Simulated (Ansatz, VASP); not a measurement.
# CaMn2Bi2: VASP beside Ansatz

One calculation is typed for both programs; each brings its own data sets. How far apart do they land? The cell is taken from a series of VASP runs on this material, whose earlier steps may have relaxed, scaled or displaced it; both programs get it as it stands. Valence electrons are named where the data sets of a main pair hold unlike numbers.

Main program and level: Ansatz 0.2.0; plane waves, with VASP 6.6.1 beside it; relaxation of cell and atoms at PBEsol.

### Step 1. Set-up

Symmetry: P-3m1, No. 164, trigonal system. Conventional cell: a = 4.431 Å, b = 4.431 Å, c = 7.765 Å, α = 90.00°, β = 90.00°, γ = 120.00°. Nearest to Bi lie 4 Mn at 2.77 to 2.78 Å and 3 Ca at 3.22 Å. Nearest to Mn lie 4 Bi at 2.77 to 2.78 Å and 3 Mn at 3.08 Å. Ca has 6 Bi at 3.22 Å nearest. Farther neighbours are not listed.

### Step 2. Ansatz: relaxation of cell and atoms, PBEsol

Ansatz runs on its default PAW (the set named soft_2) files.

The relaxed volume is the usual yardstick between codes: in a stiff, nearly cubic crystal its relative difference is about their pressure difference at one cell divided by the bulk modulus.

The input, input.yaml:

```yaml
crystal:
  lattice:
    - [4.431094603, 0.0, 0.0]
    - [-2.2155473015, 3.8374404928, 0.0]
    - [0.0, 0.0, 7.7651009441]
  atoms:
    - { symbol: Bi, position: [0.3333333333, 0.6666666667, 0.7479916215] }
    - { symbol: Bi, position: [0.6666666667, 0.3333333333, 0.2520083785] }
    - { symbol: Mn, position: [0.3333333333, 0.6666666667, 0.3896592482], spin: 4.0 }
    - { symbol: Mn, position: [0.6666666667, 0.3333333333, 0.6103407518], spin: 4.0 }
    - { symbol: Ca, position: [0.0, 0.0, 0.0] }
hamiltonian:
  xc: pbesol
  pseudopotentials: { kind: paw }
magnetization:
  spin_polarized: true
kpoints:
  mp_grid: { grid: [8, 8, 4] }
scf:
  occupations: { method: methfessel_paxton, width: 0.15 }
relax:
  f_tol: 0.01
  max_steps: 60
  cell: { stress_tol: 0.05 }
output:
  forces: true
  stress: true
```

Started as:

```console
ansatz run input.yaml --threads 4 --pin off --max-ram 9216MiB --backend cpu --events-out ev --progress --plain --runs-dir out
```

Numbers of over 12 decimals in the logs are rounded to 6 here.

The program printed:

```text
Engine: ansatz 0.2.0, aarch64-unknown-linux-gnu
Pseudopotentials: kind: paw
Pseudopotential: Bi, paw, valence charge 15, recommended cutoff 420 eV (normal), Bi.paw.azcp
Pseudopotential: Mn, paw, valence charge 15, recommended cutoff 420 eV (normal), Mn.paw.azcp
Pseudopotential: Ca, paw, valence charge 10, recommended cutoff 420 eV (normal), Ca.paw.azcp
Functional definition: PBEsol
  exchange = pbesol_x
  correlation = pbesol_c
Crystal: 5 atoms, lattice volume = 132.038 Å³
Basis set: ecut = 420 eV, 2599 PW (Γ), exchange–correlation on 60×60×108 points (8 copies of the dense FFT grid, shifted against one another)
Bands: 47, of which v1, the nominal top of the filled ones, is band 35 counted from 1 (34 counted from 0)
Symmetry: 12 space group operations
Space group: P-3m1 (ITA 164), of the structure as read, at distance tolerance 5.1e-5 Å
Magnetic group: BNS 164.85 (UNI 1315), of the structure as read, at distance tolerance 5.1e-5 Å
k-points: 35 of 256
Non-local potential: Bi, projectors of the file, l = 0: 2, l = 1: 2, l = 2: 2, l = 3: 2
Non-local potential: Mn, projectors of the file, l = 0: 3, l = 1: 2, l = 2: 3, l = 3: 1
Non-local potential: Ca, projectors of the file, l = 0: 3, l = 1: 2, l = 2: 2
PAW form: soft (Blöchl's): semilocal exchange-correlation on the pseudo side does not see the compensation charge
PAW frozen core: Bi, regenerated for the run's functional, and the local potential with it (the file was generated under x = pbe(κ = 0.804, μ = 0.219515), c = pbe(β = 0.066725))
PAW frozen core: Mn, regenerated for the run's functional, and the local potential with it (the file was generated under x = pbe(κ = 0.804, μ = 0.219515), c = pbe(β = 0.066725))
PAW frozen core: Ca, regenerated for the run's functional, and the local potential with it (the file was generated under x = pbe(κ = 0.804, μ = 0.219515), c = pbe(β = 0.066725))
PAW one-centre angular grid: Bi, 590 points (default); XC on 64 Gauss nodes
PAW one-centre angular grid: Mn, 590 points (default); XC on 64 Gauss nodes
PAW one-centre angular grid: Ca, 110 points (default); XC on 64 Gauss nodes
Initial density: superposition of atomic densities (chi_scale 0.1, normalization cell, long waves kept (reshape's long-wave potential 0.07 eV rms))
Starting moments: Σ|m| = 8 μB on 2 of 5 sites
Initial wavefunctions: pseudopotential atomic-orbital guess
Functional: x = pbesol(κ = 0.804, μ = 0.123457), c = pbesol(β = 0.046)
SCF iter   1: F=—  HF=-34014.780723 eV  |F-HF|=—  |Δ(HF+E_count)|=         —  Δρ=3.62e-2 (↑3.62e-2 ↓1.96e-2)  dr2=5.98e0  dr2_m=2.70e-1  M=8.384 μB ∫|m|=8.594 μB  β_m=0.30  ethr=3.10e-3  ⟨swp⟩=10.1  Hψ=15542  notcnv=0
Mixer restart at iter 1: flushing history
preconditioner: auto → Kerker (q_TF=auto, 2.454 Å⁻¹)  [metal: Δε(μ)=0.006 eV  Ē_g=12.920 eV  σ=0.150 eV  W_gap=0.02  n_scr=36 (ndim 8)  ℏωp=21.9 eV  f_vac=0.000  D(μ)=6.62/eV (n_scr^D=66)]
spin=Collinear: Kerker preconditioning applied to the charge; magnetization (m = ρ↑ − ρ↓) channel mixes plain (no charge-response kernel on spin).
SCF iter   2: F=—  HF=-34014.615473 eV  |F-HF|=—  |Δ(HF+E_count)|=   1.65e-1  Δρ=1.97e-2 (↑1.97e-2 ↓1.32e-2)  dr2=2.47e0  dr2_m=7.05e-2  M=8.326 μB ∫|m|=8.554 μB  β_m=0.50  ethr=3.10e-3  ⟨swp⟩=2.6  Hψ=5145  notcnv=0  defer=279
SCF iter   3: F=—  HF=-34014.627177 eV  |F-HF|=—  |Δ(HF+E_count)|=   1.17e-2  Δρ=5.42e-3 (↑4.79e-3 ↓5.42e-3)  dr2=2.36e-1  dr2_m=2.22e-3  M=8.292 μB ∫|m|=8.558 μB  β_m=0.62  ethr=3.10e-3  ⟨swp⟩=3.8  Hψ=5943  notcnv=0  defer=279
SCF iter   4: F=—  HF=-34014.633863 eV  |F-HF|=—  |Δ(HF+E_count)|=         —  Δρ=5.88e-3 (↑5.88e-3 ↓2.65e-3)  dr2=3.21e-2  dr2_m=1.55e-2  M=8.206 μB ∫|m|=8.508 μB  β_m=0.62  ethr=3.37e-4  ⟨swp⟩=2.1  Hψ=5073  notcnv=0  defer=279
Mixer restart at iter 4: flushing history
SCF iter   5: F=—  HF=-34014.626945 eV  |F-HF|=—  |Δ(HF+E_count)|=         —  Δρ=1.69e-3 (↑9.34e-4 ↓1.69e-3)  dr2=1.68e-2  dr2_m=5.46e-4  M=8.221 μB ∫|m|=8.523 μB  β_m=0.62  ethr=4.59e-5  ⟨swp⟩=2.0  Hψ=6039  notcnv=0  defer=278
Mixer restart at iter 5: flushing history
SCF iter   6: F=—  HF=-34014.624408 eV  |F-HF|=—  |Δ(HF+E_count)|=   2.54e-3  Δρ=1.55e-3 (↑1.55e-3 ↓8.00e-4)  dr2=7.03e-3  dr2_m=3.18e-4  M=8.235 μB ∫|m|=8.535 μB  β_m=0.71  ethr=2.41e-5  ⟨swp⟩=2.0  Hψ=4209  notcnv=0  defer=277
SCF iter   7: F=—  HF=-34014.624922 eV  |F-HF|=—  |Δ(HF+E_count)|=   5.14e-4  Δρ=7.73e-4 (↑7.73e-4 ↓5.10e-4)  dr2=2.92e-3  dr2_m=2.46e-4  M=8.259 μB ∫|m|=8.555 μB  β_m=0.73  ethr=1.00e-5  ⟨swp⟩=2.0  Hψ=5925  notcnv=0  defer=276
[...]
iteration 11: the input's own smearing fills from here on; a Gaussian of 0.15 eV has filled iterations ahead of it
[...]
SCF iter  16: F=—  HF=-34014.592750 eV  |F-HF|=—  |Δ(HF+E_count)|=   1.19e-7  S|Δr|=    0.00e0  Δρ=6.34e-6 (↑5.51e-6 ↓6.34e-6)  dr2=3.88e-7  dr2_m=2.59e-9  M=8.357 μB ∫|m|=8.633 μB  β_m=0.97  ethr=3.32e-9  ⟨swp⟩=2.0  Hψ=3753  notcnv=0  defer=276
SCF iter  17: F=—  HF=-34014.592750 eV  |F-HF|=—  |Δ(HF+E_count)|=   1.88e-9  S|Δr|=    0.00e0  Δρ=5.44e-6 (↑3.32e-6 ↓5.44e-6)  dr2=1.98e-7  dr2_m=3.52e-9  M=8.357 μB ∫|m|=8.632 μB  β_m=0.98  ethr=5.54e-10  ⟨swp⟩=2.0  Hψ=3784  notcnv=0  defer=276
SCF iter  18: F=-34014.592750 eV  HF=-34014.592750 eV  |F-HF|=9.31e-8  |Δ(HF+E_count)|=  8.73e-11  S|Δr|=    0.00e0  Δρ=3.70e-6 (↑3.41e-6 ↓3.70e-6)  dr2=9.54e-8  dr2_m=5.17e-10  M=8.357 μB ∫|m|=8.632 μB  ethr=1.43e-10  ⟨swp⟩=3.0  Hψ=9637  notcnv=0
SCF 1 converged in 18 iterations: F = -34014.592750 eV  dr2 = 9.54e-8
  greatest PAW one-centre occupation: 1.003 electrons in one spin orbital (limit 2), on the Mn atom at site 3 (counted from 0), in its partial waves of l = 1
relax step   1: F+E_penalty+E_count = -34014.59274968 eV  Δ(F+E_penalty+E_count) = +0.000e0 eV  max|allowed force component| = 4.518e-3 eV/Å  Δτ_max = 0.0000 Å  P = +0.032 GPa  Ω = 132.038 Å³  (18 SCF iters, dr2 threshold 1.00e-7 eV, accepted)
Initial density: handed on by an earlier stage of this run
Starting moments: Σ|m| = 8 μB on 2 of 5 sites; this step starts from the density that it was given
Initial wavefunctions: pseudopotential atomic-orbital guess (no wavefunctions were taken with the density)
iter 1 solved again at ethr=2.61e-6 eV; its pass at ethr=3.10e-3 eV (dr2=1.83e-3 eV) is discarded
SCF iter   1: F=—  HF=-34014.592764 eV  |F-HF|=—  |Δ(HF+E_count)|=         —  Δρ=3.93e-6 (↑2.81e-6 ↓3.93e-6)  dr2=9.27e-8  dr2_m=1.00e-9  M=8.357 μB ∫|m|=8.632 μB  β_m=0.30  ethr=2.61e-6  ⟨swp⟩=3.0  Hψ=22675  notcnv=0
eigensolver tolerance schedule: the retry pair's looser diagonalisation over-reported the residual by 19698.85 of it (diagonalisation noise at an unbounded share of the residual, at the tolerance the schedule requests for it); recorded, not acted on — ethr = c·dr2/N_el stays at c = 1.0e-1
preconditioner: auto → Kerker (q_TF=auto, 2.454 Å⁻¹)  [metal: Δε(μ)=0.031 eV  Ē_g=15.549 eV  σ=0.150 eV  W_gap=0.17  n_scr=36 (ndim 8)  ℏωp=23.3 eV  f_vac=0.006  D(μ)=5.71/eV (n_scr^D=36)]
spin=Collinear: Kerker preconditioning applied to the charge; magnetization (m = ρ↑ − ρ↓) channel mixes plain (no charge-response kernel on spin).
SCF iter   2: F=—  HF=-34014.592750 eV  |F-HF|=—  |Δ(HF+E_count)|=   1.38e-5  S|Δr|=    0.00e0  Δρ=7.55e-7 (↑7.55e-7 ↓6.85e-7)  dr2=7.99e-9  dr2_m=2.58e-10  M=8.357 μB ∫|m|=8.633 μB  β_m=0.31  ethr=1.32e-10  ⟨swp⟩=3.5  Hψ=8376  notcnv=0
SCF iter   3: F=—  HF=-34014.592750 eV  |F-HF|=—  |Δ(HF+E_count)|=  9.46e-11  S|Δr|=    0.00e0  Δρ=6.94e-7 (↑5.23e-7 ↓6.94e-7)  dr2=5.00e-9  dr2_m=2.21e-10  M=8.357 μB ∫|m|=8.633 μB  β_m=0.65  ethr=1.14e-11  ⟨swp⟩=1.0  Hψ=3291  notcnv=0
SCF iter   4: F=—  HF=-34014.592750 eV  |F-HF|=—  |Δ(HF+E_count)|=  2.40e-10  S|Δr|=    0.00e0  Δρ=4.64e-7 (↑4.64e-7 ↓2.22e-7)  dr2=9.73e-10  dr2_m=2.54e-11  M=8.357 μB ∫|m|=8.633 μB  β_m=0.64  ethr=7.15e-12  ⟨swp⟩=2.0  Hψ=4024  notcnv=0
SCF iter   5: F=—  HF=-34014.592750 eV  |F-HF|=—  |Δ(HF+E_count)|=  8.00e-11  S|Δr|=    0.00e0  Δρ=1.17e-7 (↑5.63e-8 ↓1.17e-7)  dr2=6.57e-11  dr2_m=2.68e-12  M=8.357 μB ∫|m|=8.633 μB  β_m=0.72  ethr=1.39e-12  ⟨swp⟩=2.2  Hψ=4302  notcnv=0
SCF iter   6: F=-34014.592750 eV  HF=-34014.592750 eV  |F-HF|=1.46e-11  |Δ(HF+E_count)|=    0.00e0  S|Δr|=    0.00e0  Δρ=9.32e-8 (↑5.53e-8 ↓9.32e-8)  dr2=2.82e-11  dr2_m=7.53e-13  M=8.357 μB ∫|m|=8.633 μB  ethr=1.00e-12  ⟨swp⟩=4.0  Hψ=9528  notcnv=0
SCF 2 converged in 6 iterations: F = -34014.592750 eV  dr2 = 2.82e-11
relax step   2: F+E_penalty+E_count = -34014.59274976 eV  Δ(F+E_penalty+E_count) = -8.285e-8 eV  max|allowed force component| = 4.544e-3 eV/Å  Δτ_max = 0.0000 Å  P = +0.032 GPa  Ω = 132.038 Å³  stress off target by 3.75e-2 GPa  SCF on the basis re-selected at this cell (its energy is not comparable with the rows above)  (6 SCF iters)
basis re-selected at this cell: Δ(F+E_penalty+E_count) = -8.285e-8 eV, ΔP = +0.000 GPa vs the last step (what re-selecting the basis moved, of the pressure what is left beyond the Pulay correction that the steps carried, after the strain that the cell walked since its last selection, with what the two solves' SCF thresholds leave and, on support functions, any second-order correction that the steps lacked; it is no m [...]
SCF converged after 6 iterations
Stability not checked: this state was not tested for a lower state beside it, because cold or Methfessel-Paxton smearing, or corrected tetrahedra, fill the levels in a way that the test cannot read (fill_not_monotonic; see scf.lower_state_search)
Magnetization: 8.3572 μB (39.1786 up, 30.8214 down)
Absolute magnetization: 8.6364 μB (∫|ρ↑−ρ↓|, with the PAW one-centre terms)
Spin contamination: 0.2310 ħ² per cell (⟨S²⟩ above its minimum at these occupations)
Per-site moments (μB) at R_I (Å): [(-0.032950, 1.143701), (-0.032950, 1.143701), (3.888808, 1.143701), (3.888808, 1.143701), (0.044977, 1.328622)]
Free energy (F): -34014.592750 eV
Harris-Foulkes:  -34014.592750 eV  (|F-HF|=1.46e-11)
Internal energy: -34014.593697 eV  (E = F + TS)
E sigma→0 (E₀):  -34014.592987 eV
Entropy (-TS):   0.000947 eV (0.189 meV/atom)
Fermi energy:    10.089715 eV
--- Per-component energies (eV) ---
  E_band       = -950.265206
  E_kinetic    = 1489.544656
  E_local      = -9276.040840  (includes V_loc(G=0)·N_el)
  E_nonlocal   = 1688.213458
  E_hartree    = 3571.497137
  E_xc         = -655.893002
  E_vxc        = -741.141135  (∫ρ·V_xc dr)
  E_paw        = -24409.901886  (= ΣΔE_a)
  E_vpaw       = -1253.834334  (= ΣTr[D̂ρ^β])
  E_aug_tail   = -0.000929  (compensation charges beyond the density's cutoff)
  E_ewald      = -6422.649890
  E_core_change = 0.637599  (= ΣΔE_core)
  E_smearing   = 0.000947  (= −TS)
  E_closure    = 0.000000  (closes the sum)
  Σ components = -34014.592750   (vs F -34014.592750, Δ=0.00e0)
--- Forces (eV/Å), atoms counted from 1 ---
  atom   1  Bi     0.00000000    -0.00000000     0.00454406
  atom   2  Bi     0.00000000     0.00000000    -0.00454406
  atom   3  Mn     0.00000000    -0.00000000     0.00353537
  atom   4  Mn     0.00000000     0.00000000    -0.00353537
  atom   5  Ca     0.00000000     0.00000000     0.00000000
  max |Σ_I F_I| component: 1.05e-30 eV/Å
--- Stress (GPa, compression-positive) ---
        0.029588       0.000000      -0.000000
        0.000000       0.029588      -0.000000
        0.000000      -0.000000       0.037461
  P = ⅓ Tr σ = 0.0322 GPa (0.322 kbar)
--- Relaxed structure (1 steps of the walk, 1 accepted, 1 SCFs on fresh bases) ---
  F+E_penalty+E_count = -34014.59274976 eV   max|allowed force component| = 4.544e-3 eV/Å   (the final SCF, on the basis selected at the relaxed cell)
  cell:  # Å, volume = 132.0383 Å³
    - [4.431095, 0.0, 0.0]
    - [-2.215547, 3.837440, 0.0]
    - [0.0, 0.0, 7.7651009441]
  atoms:
    - { symbol: Bi, position: [0.333333, 0.666667, 0.747992] }
    - { symbol: Bi, position: [0.666667, 0.333333, 0.2520083785] }
    - { symbol: Mn, position: [0.333333, 0.666667, 0.3896592482] }
    - { symbol: Mn, position: [0.666667, 0.333333, 0.6103407518] }
    - { symbol: Ca, position: [0.0, 0.0, 0.0] }
```

Run time: 19 s. Hardware: 4 threads of Arm Neoverse V1, shared host; peak memory 0.71 GiB.

(Continued in part 2 of 2.)

[Lines on the potential files, build, host, timing and source positions are cut from VASP's logs without a mark.]

[Logs are printed without paths, hosts, clocks, repeated set-up lines and the standing remarks that a program may print on its own settings, such as how far it seeks lower states.]

[Hosts, paths, dates, database ids (printed as entryN), source tags and the programs' standing remarks are cut or masked in the printed files.]
